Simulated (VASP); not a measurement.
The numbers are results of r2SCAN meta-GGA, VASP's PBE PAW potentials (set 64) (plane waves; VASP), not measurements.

VASP input:

### KPOINTS
```
Automatic mesh
0
gamma
 7 7 7
0 0 0
```

### POSCAR
```
SrCl2
1
    0.0000000000     3.4979229564     3.4979229564
    3.4979229564     0.0000000000     3.4979229564
    3.4979229564     3.4979229564     0.0000000000
Sr Cl
1 2
Direct
  0.0000000000   0.0000000000   0.0000000000
  0.2500000000   0.2500000000   0.2500000000
  0.7500000000   0.7500000000   0.7500000000
```

**INCAR**
```
SYSTEM = SrCl2
PREC = Accurate; ENCUT = 400; LREAL = .FALSE.
LASPH = .TRUE.; NBANDS = 48
EDIFF = 1E-7; NELM = 100; ALGO = Normal
LMAXMIX = 4; LMIXTAU = .TRUE.
ISMEAR = 0; SIGMA = 0.01
METAGGA = R2SCAN
LWAVE = .FALSE.; LCHARG = .FALSE.; NEDOS = 1001
LOPTICS = .TRUE.; LPEAD = .TRUE.; CSHIFT = 0.1
```

POTCAR, in this order: Sr_sv Cl (PBE.64 set). Program: vasp_std.

What VASP printed:

File OSZICAR:
```
       N       E                     dE             d eps       ncg     rms          rms(c)
DAV:   1     0.804949092235E+02    0.80495E+02   -0.83222E+03  1920   0.372E+02
DAV:   2    -0.372633775189E+02   -0.11776E+03   -0.11244E+03  2384   0.116E+02
DAV:   3    -0.424869071397E+02   -0.52235E+01   -0.51547E+01  2600   0.208E+01
DAV:   4    -0.425589212735E+02   -0.72014E-01   -0.71932E-01  2352   0.225E+00
DAV:   5    -0.425600798978E+02   -0.11586E-02   -0.11586E-02  2384   0.256E-01    0.115E+01
DAV:   6    -0.362512872893E+02    0.63088E+01   -0.14203E+00  3312   0.383E+00    0.817E+00
DAV:   7    -0.347574069286E+02    0.14939E+01   -0.52794E-01  2664   0.340E+00    0.117E+00
DAV:   8    -0.362671963652E+02   -0.15098E+01   -0.57088E-01  2384   0.301E+00    0.183E+00
DAV:   9    -0.352714100459E+02    0.99579E+00   -0.10630E-01  2200   0.130E+00    0.164E+00
DAV:  10    -0.351733427943E+02    0.98067E-01   -0.95029E-02  2032   0.137E+00    0.926E-01
DAV:  11    -0.356848730111E+02   -0.51153E+00   -0.17835E-01  1944   0.171E+00    0.925E-01
DAV:  12    -0.356835783462E+02    0.12947E-02   -0.40266E-03  2328   0.219E-01    0.101E+00
DAV:  13    -0.356835415155E+02    0.36831E-04   -0.12832E-03  1984   0.147E-01    0.999E-01
DAV:  14    -0.356743695554E+02    0.91720E-02   -0.58402E-03  1920   0.304E-01    0.141E+00
DAV:  15    -0.356737331854E+02    0.63637E-03   -0.62172E-03  1968   0.301E-01    0.158E+00
DAV:  16    -0.356811721083E+02   -0.74389E-02   -0.10285E-03  1968   0.130E-01    0.170E+00
DAV:  17    -0.356874090031E+02   -0.62369E-02   -0.10507E-03  1984   0.130E-01    0.159E+00
DAV:  18    -0.356860054182E+02    0.14036E-02   -0.71804E-04  1960   0.118E-01    0.114E+00
DAV:  19    -0.356876219226E+02   -0.16165E-02   -0.16299E-04  2128   0.560E-02    0.106E+00
DAV:  20    -0.356878002073E+02   -0.17828E-03   -0.12588E-04  2144   0.500E-02    0.570E-01
DAV:  21    -0.356877759162E+02    0.24291E-04   -0.84013E-05  2280   0.390E-02    0.280E-01
DAV:  22    -0.356877432697E+02    0.32647E-04   -0.57316E-05  2408   0.288E-02    0.114E-01
DAV:  23    -0.356877323351E+02    0.10935E-04   -0.24342E-05  2040   0.192E-02    0.316E-02
DAV:  24    -0.356877549511E+02   -0.22616E-04   -0.16634E-05  2088   0.173E-02    0.677E-03
DAV:  25    -0.356877567712E+02   -0.18201E-05   -0.65855E-07  2336   0.304E-03    0.823E-03
DAV:  26    -0.356877562262E+02    0.54496E-06   -0.48802E-07  2088   0.296E-03    0.968E-03
DAV:  27    -0.356877573734E+02   -0.11472E-05   -0.28339E-07  2088   0.219E-03    0.391E-03
DAV:  28    -0.356877572092E+02    0.16421E-06   -0.25667E-08  2016   0.722E-04    0.145E-03
DAV:  29    -0.356877572734E+02   -0.64209E-07   -0.24083E-09  1272   0.218E-04
   1 F= -.35687757E+02 E0= -.35687757E+02  d E =-.174478E-44
 imaginary and real dielectric function
```

File OUTCAR:
```
------------------------ aborting loop because EDIFF is reached ----------------------------------------
  FORCE on cell =-STRESS in cart. coord.  units (eV):
  Direction    XX          YY          ZZ          XY          YZ          ZX
  --------------------------------------------------------------------------------------
  Total       -0.0081834     -0.0081834     -0.0081834     -0.0000000      0.0000000     -0.0000000
  in kB       -0.1531731     -0.1531731     -0.1531731     -0.0000000      0.0000000     -0.0000000
  external PRESSURE =      -0.1531731 kB  Pullay stress =       0.0000000 kB
  volume of cell :       85.60
      direct lattice vectors                 reciprocal lattice vectors
     0.000000000  3.497922956  3.497922956    -0.142941970  0.142941970  0.142941970
     3.497922956  0.000000000  3.497922956     0.142941970 -0.142941970  0.142941970
     3.497922956  3.497922956  0.000000000     0.142941970  0.142941970 -0.142941970
 POSITION                                       TOTAL-FORCE (eV/Angst)
 -----------------------------------------------------------------------------------
      0.00000      0.00000      0.00000        -0.000000      0.000000     -0.000000
      1.74896      1.74896      1.74896         0.000000      0.000000      0.000000
      5.24688      5.24688      5.24688         0.000000     -0.000000     -0.000000
 -----------------------------------------------------------------------------------
    total drift:                                0.000000     -0.000000      0.000000
  FREE ENERGIE OF THE ION-ELECTRON SYSTEM (eV)
  ---------------------------------------------------
  free  energy   TOTEN  =       -35.6877572734 eV

  energy  without entropy=      -35.6877572734  energy(sigma->0) =      -35.68775727

 plasma frequency squared (from intraband transitions) (eV^2)
  --------------------------------------------------------------------------------------
       0.000       0.000       0.000
       0.000       0.000       0.000
       0.000       0.000       0.000

 plasma frequency squared (from interband transitions, int dw w eps(2)(w)) (eV^2)
  --------------------------------------------------------------------------------------
     349.872       0.000       0.000       0.000      -0.000       0.000
       0.000      -0.000     349.872       0.000      -0.000       0.000
      -0.000      -0.000      -0.000      -0.000     349.872       0.000
```
(Selected blocks of OUTCAR.)

File OUTCAR:
```
 val. band max:       -0.3077023596   @ k =  -0.4286   0.4286   0.0000

 cond. band min:       5.6598512456   @ k =   0.0000   0.0000   0.0000


 Fermi energy:        -0.2104761589

 k-point     1 :       0.0000    0.0000    0.0000
  band No.  band energies     occupation
      1     -34.2528      2.00000
      2     -15.6173      2.00000
      3     -15.6173      2.00000
      4     -15.6173      2.00000
      5     -14.1368      2.00000
      6     -13.2791      2.00000
      7      -2.3948      2.00000
      8      -2.3948      2.00000
      9      -2.3948      2.00000
     10      -0.6178      2.00000
     11      -0.6178      2.00000
     12      -0.6178      2.00000
     13       5.6599      0.00000
     14       6.4168      0.00000
     15       6.4168      0.00000
     16       9.3357      0.00000
     17       9.3357      0.00000
     18       9.3357      0.00000
     19       9.7426      0.00000
     20       9.7426      0.00000
     21       9.7426      0.00000
     22      13.9155      0.00000
     23      14.2441      0.00000
     24      14.2441      0.00000
     25      17.4823      0.00000
     26      17.4823      0.00000
     27      17.4823      0.00000
     28      19.0944      0.00000
     29      19.0944      0.00000
     30      19.0944      0.00000
     31      20.2013      0.00000
     32      20.2013      0.00000
     33      21.7521      0.00000
     34      21.7521      0.00000
     35      21.7521      0.00000
     36      22.1054      0.00000
     37      22.1054      0.00000
     38      22.1054      0.00000
     39      24.0481      0.00000
     40      25.1034      0.00000
     41      25.1034      0.00000
     42      25.1034      0.00000
     43      25.4816      0.00000
     44      25.4816      0.00000
     45      26.0220      0.00000
     46      31.3598      0.00000
     47      31.3598      0.00000
     48      31.3598      0.00000

 k-point     2 :       0.1429    0.0000    0.0000
  band No.  band energies     occupation
...
```

The compound is SrCl2 in the fluorite structure. It was relaxed first.
